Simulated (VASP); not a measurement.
Write the native input for VASP 6.6.1 that does the following.

| Quantity | Value |
| --- | --- |
| Task | single point |
| Functional | PBE |
| Potentials or basis | VASP PAW PBE potentials, release 64 (Na_pv, C, O) |
| Cutoff | 520 eV |
| k mesh | 3 × 3 × 1 |
| Occupations | gaussian, width 0.1 eV |
| Spin | no spin polarisation |
| Dipole correction | yes |
| Further INCAR settings | ALGO = Fast; EDIFF = 1e-06; NBANDS = 60 |

The structure of Na12CO lies in POSCAR:

```
Na12CO
1.0
    8.3906381142      0.0000000000      0.0000000000
    0.0000000000      8.3906381142      0.0000000000
    0.0000000000      0.0000000000     22.3453190567
Na C O
12 1 1
Direct
    0.2500000000      0.2500000000      0.1790084084
    0.2500000000      0.7500000000      0.1790084084
    0.7500000000      0.2500000000      0.1790084084
    0.7500000000      0.7500000000      0.1790084084
    0.0000000000      0.0000000000      0.2728830818
    0.0000000000      0.5000000000      0.2728830818
    0.5000000000      0.0000000000      0.2728830818
    0.5000000000      0.5000000000      0.2728830818
    0.2500000000      0.2500000000      0.3667577552
    0.2500000000      0.7500000000      0.3667577552
    0.7500000000      0.2500000000      0.3667577552
    0.7500000000      0.7500000000      0.3667577552
    0.2500000000      0.2500000000      0.5560591471
    0.2500000000      0.2500000000      0.6075240645
```

The cell isn't the ideal one: CO at 0/8 of the diagonal of the surface cell, 4.23 Å above the top plane.

These files were run (other wordings do the same):

INCAR

```
ALGO = Fast
DIPOL = 0.5 0.5 0.317
EDIFF = 1E-6
ENCUT = 520
GGA = PE
IDIPOL = 3
ISIF = 2
ISMEAR = 0
LASPH = True
LCHARG = False
LDIPOL = True
LREAL = False
LWAVE = False
NBANDS = 60
NELM = 100
PREC = Accurate
SIGMA = 0.1
```

KPOINTS

```
k-points
0
Gamma
  3 3 1
```

Potentials or basis: VASP PAW PBE potentials, release 64 (Na_pv, C, O).

Command:

```console
$ cat potpaw_PBE.64/Na_pv/POTCAR potpaw_PBE.64/C/POTCAR potpaw_PBE.64/O/POTCAR > POTCAR
$ mpirun -np 1 vasp_std > vasp.out
```

Results of the run:

| Property | Result |
| --- | --- |
| Largest force | 0.593 eV/Å |
| Band gap on the k mesh | 0.02 eV, direct |

Caveat: the standard files for N, O and F lose accuracy on very short bonds.

Run time: 6.8 min on 1 thread of Intel(R) Xeon(R) 6975P-C (Granite Rapids), on a shared host, peak memory 1.4 GiB.
